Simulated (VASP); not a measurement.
Set up this calculation in VASP 6.6.1, as the native input.

| Item | Value |
| --- | --- |
| Task | single point |
| Functional | r2SCAN |
| Potentials or basis | VASP PAW PBE potentials, release 64 (Ge_d, Ir, B) |
| Cutoff | 520 eV |
| k mesh | 4 × 4 × 6 |
| Occupations | fermi-dirac, width 0.1 eV |
| Spin | no spin polarisation |
| Dipole correction | no |
| Further INCAR settings | ALGO = Normal; EDIFF = 1e-07; NBANDS = 32 |

GeB2Ir3:

```
CELL_PARAMETERS angstrom
5.65894 0.00000 0.00000
-2.82947 4.90079 0.00000
0.00000 0.00000 2.83142
ATOMIC_POSITIONS crystal
Ge 0.00000 0.00000 0.00000
Ir 0.50000 0.00000 0.50000
Ir 0.50000 0.50000 0.50000
Ir 0.00000 0.50000 0.50000
B 0.33333 0.66667 0.00000
B 0.66667 0.33333 0.00000
```

The cell was built by a generator and needn't be a form met in nature.

The input as run:

POSCAR

```
GeB2Ir3
1.0
    5.6589393396      0.0000000000      0.0000000000
   -2.8294696698      4.9007852266      0.0000000000
    0.0000000000      0.0000000000      2.8314155625
Ge Ir B
1 3 2
Direct
    0.0000000000      0.0000000000      0.0000000000
    0.5000000000      0.0000000000      0.5000000000
    0.5000000000      0.5000000000      0.5000000000
    0.0000000000      0.5000000000      0.5000000000
    0.3333333333      0.6666666667      0.0000000000
    0.6666666667      0.3333333333      0.0000000000
```

INCAR.step1

```
PREC = Accurate ; ENCUT = 520
ISMEAR = -1 ; SIGMA = 0.1
LREAL = False ; LASPH = True
NELM = 100 ; NBANDS = 32
GGA = PE ; ALGO = Normal
EDIFF = 1E-4 ; LWAVE = True
LCHARG = False
```

INCAR.step2

```
PREC = Accurate ; ENCUT = 520
EDIFF = 1E-7 ; ISMEAR = -1
SIGMA = 0.1 ; LREAL = False
LASPH = True ; NELM = 100
ALGO = Normal ; ISIF = 2
LWAVE = False ; LCHARG = False
METAGGA = R2SCAN ; LMIXTAU = True
NBANDS = 32 ; ISTART = 1
```

KPOINTS

```
regular mesh
0
Gamma
  4 4 6
```

Potentials or basis: VASP PAW PBE potentials, release 64 (Ge_d, Ir, B).

The run is started by

```console
$ cat potpaw_PBE.64/Ge_d/POTCAR potpaw_PBE.64/Ir/POTCAR potpaw_PBE.64/B/POTCAR > POTCAR
$ cp INCAR.step1 INCAR
$ mpirun -np 1 vasp_std > vasp.out
$ cp INCAR.step2 INCAR
$ mpirun -np 1 vasp_std > vasp.out
```

Results of the run:

```json
{
  "Pressure": "1.5 GPa",
  "Band gap on the k mesh": "none (metal or under the smearing width)"
}
```

Caveat: the k mesh is coarse (spacing up to 0.37 Å⁻¹), so the values aren't converged; the PAW data sets were made with another functional, which shifts forces and pressure a little.

Run time: 2.2 min on 1 thread of Intel(R) Xeon(R) Platinum 8559C (Emerald Rapids), with other jobs on the host, peak memory 0.23 GiB.
